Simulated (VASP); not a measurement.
Data:

```xyz
1
Lattice="-1.6500 1.6500 1.6500 1.6500 -1.6500 1.6500 1.6500 1.6500 -1.6500" Properties=species:S:1:pos:R:3 pbc="T T T"
Ta     0.0000     0.0000     0.0000
```

The numbers are results of vdW-DF2, VASP's PBE PAW potentials (set 64) (plane waves; VASP), not measurements. Settings: 520 eV cut-off, 14×14×14 Γ-centred mesh, first-order Methfessel-Paxton smearing of 0.10 eV, potentials Ta_pv.

Energy and stress use the plane-wave basis of the starting cell.

The ions, cell shape and volume are relaxed. Which structure does the run end with?

```xyz
1
Lattice="-1.6903 1.6903 1.6903 1.6903 -1.6903 1.6903 1.6903 1.6903 -1.6903" Properties=species:S:1:pos:R:3 pbc="T T T"
Ta     0.0000     0.0000     0.0000
```
Space group Im-3m (229), at a tolerance of 0.03 Å.

How do energy and volume change from the first to the last step?

The energy (σ→0) changes by -60.7 meV/atom and the volume by +7.5 %, in 4 ionic steps.

| step | E(σ→0) (eV) | max force (eV/Å) | pressure (GPa) | volume (Å³) |
|---|---|---|---|---|
| 1 | -7.9018 | 0.000 | 15.42 | 17.97 |
| 2 | -7.6823 | 0.000 | -21.75 | 22.85 |
| 3 | -7.9623 | 0.000 | -0.74 | 19.39 |
| 4 | -7.9625 | 0.000 | -0.06 | 19.32 |

The compound is Ta in the bcc structure. This run relaxes it. Symmetry was kept, so distortions that lower it aren't found.
